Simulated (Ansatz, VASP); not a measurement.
## Ge: VASP beside Ansatz

One calculation is typed for both programs; each brings its own data sets and cutoff. How far apart do they land? The cell is taken from a series of VASP runs on this material, whose earlier steps may have relaxed, scaled or displaced it; both programs get it as it stands.

Main program and level: Ansatz 0.2.0; plane waves, with VASP 6.6.1 beside it; single point at PBEsol.

### Step 1. Starting point

The structure is trigonal, space group R-3m (No. 166). Conventional cell: a = 3.967 Å, b = 3.967 Å, c = 9.847 Å, α = 90.00°, β = 90.00°, γ = 120.00°. Nearest to Ge lie 4 Ge at 2.44 to 2.45 Å.

Coordinates:

```cif
data_structure
_symmetry_space_group_name_H-M 'P 1'
_symmetry_Int_Tables_number 1
_cell_length_a 4.0024
_cell_length_b 4.0024
_cell_length_c 4.0024
_cell_angle_alpha 59.421
_cell_angle_beta 59.421
_cell_angle_gamma 59.421
_cell_volume 44.74
loop_
_atom_site_label
_atom_site_type_symbol
_atom_site_fract_x
_atom_site_fract_y
_atom_site_fract_z
_atom_site_occupancy
Ge1 Ge 0.00058 0.00058 0.00058 1
Ge2 Ge 0.24942 0.24942 0.24942 1
```

### Step 2. VASP: single point, PBEsol

A single point gives forces, pressure and levels at one fixed geometry, so differences don't come from the geometry; what else differs is listed under the comparison.

Lines of VASP's logs that name or quote its potential files are left out, and so is its time.

INCAR

```
SYSTEM = Ge
PREC = Accurate
ENCUT = 470
EDIFF = 1E-06
NELM = 100
ISMEAR = 0
SIGMA = 0.02
LREAL = .FALSE.
ALGO = Normal
GGA = PS
NBANDS = 19
LWAVE = .FALSE.
LCHARG = .FALSE.
KPAR = 4
```

POSCAR

```
Ge
1.0
    0.0247479810      2.8300964640      2.8300964640
    2.8300964640      0.0247479810      2.8300964640
    2.8300964640      2.8300964640      0.0247479810
Ge
2
Direct
    0.0005796985      0.0005796985      0.0005796985
    0.2494203015      0.2494203015      0.2494203015
```

KPOINTS

```
Automatic mesh
0
Gamma
7 7 7
0 0 0
```

KPOINTS_OPT

```
Line mode
6
Line-mode
Reciprocal
  0.00000000   0.00000000   0.00000000
  0.02611893   0.02611893   0.02611893

  0.00000000   0.00000000   0.00000000
 -0.01578563   0.01578563   0.00000000

  0.31000000   0.31000000   0.00000000
  0.50000000   0.50000000   0.00000000

  0.00000000   0.31000000   0.31000000
  0.00000000   0.50000000   0.50000000

  0.45000000   0.45000000   0.45000000
  0.50000000   0.50000000   0.50000000

  0.45000000   0.00000000   0.00000000
  0.50000000   0.00000000   0.00000000

  0.42500000   0.42500000   0.00000000
  0.42519694   0.44752119   0.02252119

  0.50000000   0.50000000   0.50000000
  0.48421437   0.51578563   0.50000000
```

Potentials, in the order of the species: Ge_d (PBE family, release 64).

Started as:

```console
$ mpirun -np 4 vasp_std
```

Numbers of over 12 decimals in the logs are rounded to 6 here.

What it wrote:

```text
[banner, memory and clock lines left out]
running    4 mpi-ranks, on    1 nodes
 distrk:  each k-point on    1 cores,    4 groups
 distr:  one band on    1 cores,    1 groups

 POSCAR found type information on POSCAR Ge
 POSCAR found :  1 types and       2 ions
|                                                                             |
|               ----> ADVICE to this user running VASP <----                  |
|                                                                             |
|     You enforced a specific xc type in the INCAR file but a different       |
|     [... a line on the potential file left out ...]
|     I HOPE YOU KNOW WHAT YOU ARE DOING!                                     |
|                                                                             |

 LDA part: xc-table for (Slater+PW92), standard interpolation
 POSCAR, INCAR and KPOINTS ok, starting setup
 FFT: planning ... GRIDC
 FFT: planning ... GRID_SOFT
 FFT: planning ... GRID
 WAVECAR not read
 entering main loop
       N       E                     dE             d eps       ncg     rms          rms(c)
DAV:   1     0.164763351093E+03    0.16476E+03   -0.14347E+04  1760   0.383E+03
DAV:   2     0.121175189547E+02   -0.15265E+03   -0.14918E+03  1672   0.540E+02
DAV:   3    -0.933801679021E+01   -0.21456E+02   -0.21274E+02  1847   0.141E+02
DAV:   4    -0.999450409919E+01   -0.65649E+00   -0.65567E+00  1919   0.291E+01
DAV:   5    -0.100056905357E+02   -0.11186E-01   -0.11186E-01  1834   0.404E+00    0.333E+00
DAV:   6    -0.990108938777E+01    0.10460E+00   -0.37627E-02  2072   0.250E+00    0.191E+00
DAV:   7    -0.984813596198E+01    0.52953E-01   -0.70890E-02  1736   0.275E+00    0.165E-01
DAV:   8    -0.984923254557E+01   -0.10966E-02   -0.77889E-03  1890   0.135E+00    0.494E-02
DAV:   9    -0.984933825113E+01   -0.10571E-03   -0.33426E-04  1979   0.313E-01    0.123E-02
DAV:  10    -0.984934742203E+01   -0.91709E-05   -0.24968E-05  1960   0.652E-02    0.526E-03
DAV:  11    -0.984934871230E+01   -0.12903E-05   -0.37332E-06  1860   0.258E-02    0.145E-03
DAV:  12    -0.984934847044E+01    0.24186E-06   -0.96350E-07  1079   0.198E-02
   1 F= -.98493485E+01 E0= -.98493421E+01  d E =-.126947E-04
 Start KPOINTS_OPT (optional k-point list driver)
k-point batch [1-44\48]
       N       E                     dE             ncg
DAV:   1    -0.953276609229E+04   -0.37101E+05     1732
DAV:   2    -0.162929850712E+05   -0.67602E+04     1672
DAV:   3    -0.172699088400E+05   -0.97692E+03     1857
DAV:   4    -0.173011502452E+05   -0.31241E+02     1861
DAV:   5    -0.173016803463E+05   -0.53010E+00     1839
DAV:   6    -0.173016957352E+05   -0.15389E-01     1870
DAV:   7    -0.173016964545E+05   -0.71934E-03     2034
DAV:   8    -0.173016964799E+05   -0.25437E-04     1691
DAV:   9    -0.173016964811E+05   -0.11049E-05     1089
DAV:  10    -0.173016964813E+05   -0.23121E-06     1049
k-point batch [45-48\48]
       N       E                     dE             ncg
DAV:   1     0.274545777175E+05   -0.40701E+04      155
DAV:   2     0.268170114100E+05   -0.63757E+03      155
DAV:   3     0.267229254257E+05   -0.94086E+02      158
DAV:   4     0.267196800580E+05   -0.32454E+01      173
DAV:   5     0.267196215535E+05   -0.58505E-01      170
DAV:   6     0.267196198097E+05   -0.17438E-02      176
DAV:   7     0.267196197266E+05   -0.83111E-04      200
DAV:   8     0.267196197236E+05   -0.29730E-05      160
DAV:   9     0.267196197234E+05   -0.15441E-06      128
```

From OUTCAR (step 2):

```text
ion  position               nearest neighbor table
   1  0.001  0.001  0.001-   2 2.44   2 2.44   2 2.44   2 2.45
   2  0.249  0.249  0.249-   1 2.44   1 2.44   1 2.44   1 2.45

  LATTYP: Found a trigonal (rhomboedric) cell.
 ALAT       =     4.0024373141
 COS(alpha) =     0.5087251211

 Subroutine GETGRP returns: Found 12 space group operations
 (whereof  6 operations were pure point group operations)

The static configuration has the point symmetry C_3v.
 The point group associated with its full space group is D_3d.

 Found     44 irreducible k-points:

   k-points           NKPTS =     44   k-points in BZ     NKDIM =     44   number of bands    NBANDS=     19

   dimension x,y,z NGX =    28 NGY =   28 NGZ =   28
   dimension x,y,z NGXF=    56 NGYF=   56 NGZF=   56

   ENCUT  =  470.0 eV  34.54 Ry    5.88 a.u.   7.08  7.08  7.08*2*pi/ulx,y,z

   NELECT =      28.0000    total number of electrons

 k-points in reciprocal lattice and weights: Automatic mesh
   0.00000000  0.00000000  0.00000000       0.003
   0.14285714 -0.00000000 -0.00000000       0.017
   0.28571429 -0.00000000 -0.00000000       0.017
   0.42857143  0.00000000  0.00000000       0.017
   0.14285714  0.14285714 -0.00000000       0.017
   0.28571429  0.14285714 -0.00000000       0.035
   0.42857143  0.14285714 -0.00000000       0.035
  -0.42857143  0.14285714 -0.00000000       0.035
  -0.28571429  0.14285714  0.00000000       0.035
[...]
0.42857143  0.42857143  0.42857143       0.006
  -0.42857143  0.42857143  0.42857143       0.017

 average (electrostatic) potential at core
       1 -74.0529       2 -74.0529

 E-fermi :   5.0503

 k-point     1 :       0.0000    0.0000    0.0000
  band No.  band energies     occupation
    ...
     10     -19.5266      2.00000
     11      -7.9056      2.00000
     12       4.8994      2.00000
     13       5.0201      1.96747
     14       5.0201      1.96747
     15       5.0764      0.06506
     16       7.4461      0.00000
     17       7.5662      0.00000
     18       7.5662      0.00000
     19      11.2343      0.00000

 k-point     2 :       0.1429   -0.0000   -0.0000
  band No.  band energies     occupation
    ...
     10     -19.5126      2.00000
     11      -7.6523      2.00000
     12       2.2996      2.00000
     13       4.4926      2.00000
     14       4.5865      2.00000
     15       5.9759      0.00000
     16       8.0196      0.00000
     17       8.1296      0.00000
     18       8.7865      0.00000
     19      12.4400      0.00000

 k-point     3 :       0.2857   -0.0000   -0.0000
  band No.  band energies     occupation
    ...
     10     -19.5014      2.00000
     11      -6.9269      2.00000
     12      -0.3727      2.00000
     13       3.8885      2.00000
     14       3.9616      2.00000
     15       5.4764      0.00000
     16       8.6512      0.00000
     17       8.7232      0.00000
     18      11.2730      0.00000
     19      12.7188      0.00000

  Total        0.3041805      0.3041805      0.3041805     -0.1535780     -0.1535780     -0.1535780
  in kB       10.8928728     10.8928728     10.8928728     -5.4997142     -5.4997142     -5.4997142
  external PRESSURE =      10.8928728 kB  Pullay stress =       0.0000000 kB

  energy-cutoff  :      470.00
  volume of cell :       44.74
      direct lattice vectors                 reciprocal lattice vectors
     0.024747981  2.830096464  2.830096464    -0.179006861  0.177455092  0.177455092
     2.830096464  0.024747981  2.830096464     0.177455092 -0.179006861  0.177455092
     2.830096464  2.830096464  0.024747981     0.177455092  0.177455092 -0.179006861

 POSITION                                       TOTAL-FORCE (eV/Angst)
 -----------------------------------------------------------------------------------
      0.00330      0.00330      0.00330        -0.001643     -0.001643     -0.001643
      1.41794      1.41794      1.41794         0.001643      0.001643      0.001643
 -----------------------------------------------------------------------------------
    total drift:                               -0.000000     -0.000000     -0.000000

  FREE ENERGIE OF THE ION-ELECTRON SYSTEM (eV)
  ---------------------------------------------------
  free  energy   TOTEN  =        -9.8493484704 eV

  energy  without entropy=       -9.8493357758  energy(sigma->0) =       -9.84934212

[... 3 further parts left out ...]
```

The gap is read on the k-mesh alone, so it is an upper bound where the band edges lie off the mesh.

### Step 3. Ansatz: single point, PBEsol

Ansatz runs on its default PAW (the set named soft_2) files.

The same cell, functional, mesh and smearing now go to Ansatz, which takes its cutoff from its data sets.

input.yaml

```yaml
crystal:
  lattice:
    - [0.024747981, 2.830096464, 2.830096464]
    - [2.830096464, 0.024747981, 2.830096464]
    - [2.830096464, 2.830096464, 0.024747981]
  atoms:
    - { symbol: Ge, position: [0.0005796985, 0.0005796985, 0.0005796985] }
    - { symbol: Ge, position: [0.2494203015, 0.2494203015, 0.2494203015] }
hamiltonian:
  xc: pbesol
  pseudopotentials: { kind: paw }
kpoints:
  mp_grid: { grid: [7, 7, 7] }
scf:
  occupations: { method: gaussian, width: 0.02 }
  n_extra_bands: 4
output:
  forces: true
  stress: true
  eigenvalues: true
  write_density: true
  write_potential: true
  elf: true
  volumetric_format: npy
```

Started as:

```console
$ ansatz run input.yaml --threads 2 --pin off --max-ram 4608MiB --backend cpu --events-out ev --progress --plain --runs-dir out
```

What it wrote:

```text
scf.n_extra_bands = 4 over 14 filled bands (N_el = 28.0): the run solves 18 bands
Engine: ansatz 0.2.0, aarch64-unknown-linux-gnu
Pseudopotentials: kind: paw
Pseudopotential: Ge, paw, valence charge 14, recommended cutoff 420 eV (normal), Ge.paw.azcp
Functional definition: PBEsol
  exchange = pbesol_x
  correlation = pbesol_c
Crystal: 2 atoms, lattice volume = 44.740 Å³
Basis set: ecut = 420 eV, 893 PW (Γ), exchange–correlation on 54×54×54 points (8 copies of the dense FFT grid, shifted against one another)
Bands: 18, of which v1, the nominal top of the filled ones, is band 14 counted from 1 (13 counted from 0)
Symmetry: 12 space group operations
Space group: R-3m (ITA 166), of the structure as read, at distance tolerance 3.6e-5 Å
k-points: 44 of 343
Non-local potential: Ge, projectors of the file, l = 0: 2, l = 1: 2, l = 2: 3, l = 3: 1
PAW form: soft (Blöchl's): semilocal exchange-correlation on the pseudo side does not see the compensation charge
PAW frozen core: Ge, regenerated for the run's functional, and the local potential with it (the file was generated under x = pbe(κ = 0.804, μ = 0.219515), c = pbe(β = 0.066725))
PAW one-centre angular grid: Ge, 590 points (default); XC on 64 Gauss nodes
Initial density: superposition of atomic densities (neutral atoms: chi_scale 0, normalization atom), corrected by the library's trained network
Initial wavefunctions: pseudopotential atomic-orbital guess
Functional: x = pbesol(κ = 0.804, μ = 0.123457), c = pbesol(β = 0.046)
SCF iter   1: F=—  HF=-8506.966115 eV  |F-HF|=—  |Δ(HF+E_count)|=         —  Δρ=2.11e-3  dr2=2.44e-3  ethr=1.77e-3  ⟨swp⟩=6.0  Hψ=3670  notcnv=0
preconditioner: auto → none  [insulator: Δε(μ)=0.050 eV  Ē_g=23.403 eV  σ=0.020 eV  W_gap=0.92  n_scr=14 (ndim 8)  ℏωp=29.4 eV  f_vac=0.075  D(μ)=0.10/eV (n_scr^D=0)  ε∞_Penn≈2.6]
SCF iter   2: F=—  HF=-8506.964953 eV  |F-HF|=—  |Δ(HF+E_count)|=   1.16e-3  Δρ=9.58e-4  dr2=3.07e-4  ethr=8.71e-6  ⟨swp⟩=2.0  Hψ=1504  notcnv=0
SCF iter   3: F=—  HF=-8506.965059 eV  |F-HF|=—  |Δ(HF+E_count)|=   1.06e-4  Δρ=2.29e-4  dr2=1.86e-5  ethr=1.10e-6  ⟨swp⟩=2.0  Hψ=1416  notcnv=0
SCF iter   4: F=—  HF=-8506.965057 eV  |F-HF|=—  |Δ(HF+E_count)|=   1.98e-6  Δρ=1.37e-4  dr2=4.51e-6  ethr=6.66e-8  ⟨swp⟩=2.0  Hψ=1409  notcnv=0
iter 5 did not close the SCF: its close was put off for the readings that it lacked (scf_convergence_deferred on its scf_iter line)
SCF iter   5: F=-8506.965054 eV  HF=-8506.965054 eV  |F-HF|=6.89e-8  |Δ(HF+E_count)|=   2.86e-6  Δρ=1.35e-5  dr2=4.04e-8  ethr=1.61e-8  ⟨swp⟩=2.0  Hψ=1408  notcnv=0
SCF iter   6: F=-8506.965054 eV  HF=-8506.965054 eV  |F-HF|=1.55e-10  |Δ(HF+E_count)|=   1.23e-8  Δρ=7.82e-7  dr2=2.44e-10  ethr=1.44e-10  ⟨swp⟩=5.0  Hψ=4377  notcnv=0
SCF 1 converged in 6 iterations: F = -8506.965054 eV  dr2 = 2.44e-10
  greatest PAW one-centre occupation: 0.998 electrons in one spin orbital (limit 2), on the Ge atom at site 1 (counted from 0), in its partial waves of l = 2
SCF converged after 6 iterations
Free energy (F): -8506.965054 eV
Harris-Foulkes:  -8506.965054 eV  (|F-HF|=1.55e-10)
Internal energy: -8506.965022 eV  (E = F + TS)
E sigma→0 (E₀):  -8506.965038 eV
Entropy (-TS):   -0.000032 eV (-0.016 meV/atom)
Fermi energy:    8.668656 eV
--- Per-component energies (eV) ---
  E_band       = -298.448948
  E_kinetic    = 223.649090
  E_local      = -4927.311736  (includes V_loc(G=0)·N_el)
  E_nonlocal   = 840.747890
  E_hartree    = 2160.781145
  E_xc         = -150.170025
  E_vxc        = -129.782376  (∫ρ·V_xc dr)
  E_paw        = -3958.621147  (= ΣΔE_a)
  E_vpaw       = -627.314960  (= ΣTr[D̂ρ^β])
  E_aug_tail   = 0.000631  (compensation charges beyond the density's cutoff)
  E_ewald      = -2697.876742
  E_core_change = 1.835872  (= ΣΔE_core)
  E_smearing   = -0.000032  (= −TS)
  E_closure    = 0.000000  (closes the sum)
  Σ components = -8506.965054   (vs F -8506.965054, Δ=0.00e0)
--- Forces (eV/Å), atoms counted from 1 ---
  atom   1  Ge    -0.00046213    -0.00046213    -0.00046213
  atom   2  Ge     0.00046213     0.00046213     0.00046213
  max |Σ_I F_I| component: 1.85e-17 eV/Å
--- Stress (GPa, compression-positive) ---
        1.402485      -0.550513      -0.550513
       -0.550513       1.402485      -0.550513
       -0.550513      -0.550513       1.402485
  P = ⅓ Tr σ = 1.4025 GPa (14.025 kbar)
--- Band table (eV; the first three rows and the last of 44) ---
  k-point 0: bands = [... 10 lower, -4.2824, 8.5251, 8.6455, 8.6455, 8.6866, 11.0582, 11.1785, 11.1785]
  k-point 1: bands = [... 10 lower, -4.0291, 5.9202, 8.1175, 8.2112, 9.5895, 11.6318, 11.7421, 12.4023]
  k-point 2: bands = [... 10 lower, -3.3037, 3.2493, 7.5132, 7.5861, 9.0903, 12.2617, 12.3341, 14.8888]
  k-point 43: bands = [... 10 lower, -2.0139, 0.9790, 5.5947, 6.9371, 10.2204, 12.3391, 13.1284, 16.2163]
```

It took 1.4 s on 2 threads of Arm Neoverse V1, shared host; peak memory 0.32 GiB.

Reading the cycles: dr2 is the Hartree energy of the density residual (eV), the measure of convergence; HF is the Harris–Foulkes estimate of the energy, which meets the free energy F at convergence.

The run ends at a pressure of 1.40 GPa, with forces up to 8.0e-4 eV/Å.

### Step 4. Differences

Known differences besides the potentials themselves: the cutoff is 420 eV in Ansatz and 470 eV in VASP; Ansatz makes its cores anew for this functional, VASP keeps those of its PBE data sets; VASP leaves aspherical gradient terms in its spheres out (LASPH is not set), Ansatz keeps them. Total energies have different zeros and are not compared.

Both answers:

```
              quantity  Ansatz   VASP  difference
        pressure (GPa)    1.40   1.09       +0.31
gap on the k mesh (eV)   0.041  0.056      -0.015
```

A gap on the mesh is an upper bound, since the band edges may lie between its points.

### Step 5. What came out

| Quantity | Value |
| --- | --- |
| difference in gap on the k mesh (single point, PBEsol) | -0.015 eV |

The difference in gap on the k mesh is -0.015 eV (single point, PBEsol), within the 0.08 eV picked in this series as the mark of a large difference. 1 further run of this series is not shown here. How closely two codes agree says nothing of how well the functional describes the real material.

[Lines on the potential files, build, host, timing and source positions are cut from VASP's logs without a mark.]

[Logs are printed without paths, hosts, clocks, repeated set-up lines and the standing remarks that a program may print on its own settings, such as how far it seeks lower states.]

[Hosts, paths, dates, database ids (printed as entryN), source tags and the programs' standing remarks are cut or masked in the printed files.]
